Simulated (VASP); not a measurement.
Shape and ions are relaxed at each volume.

Energy against volume of Tl (hcp). Level of theory: SCAN meta-GGA, VASP's PBE PAW potentials (set 64) (plane waves; VASP 6.6.1).

| V (Å³/atom) | E (eV/atom) |
|---|---|
| 27.927 | -72.30871 |
| 28.819 | -72.31852 |
| 29.710 | -72.32174 |
| 30.601 | -72.31956 |
| 31.492 | -72.31296 |

Question: Fit a third-order Birch-Murnaghan equation of state.

Answer: 
```yaml
volume_per_atom: 29.77 Å³/atom
bulk_modulus: 31.9 GPa
pressure_derivative_of_the_bulk_modulus: 5.70
```

Measured: bulk modulus 37.4 GPa at 0 K (computed value off by -14.8 %), as given by K. Lejaeghere et al., Critical reviews in solid state and materials sciences/CRC critical reviews in solid state and materials sciences (2013), arXiv:1204.2733 [extrapolated to 0 K and zero-point effects removed (source: thermally corrected experimental values)].

The compound is Tl in the hcp structure. It was relaxed first.
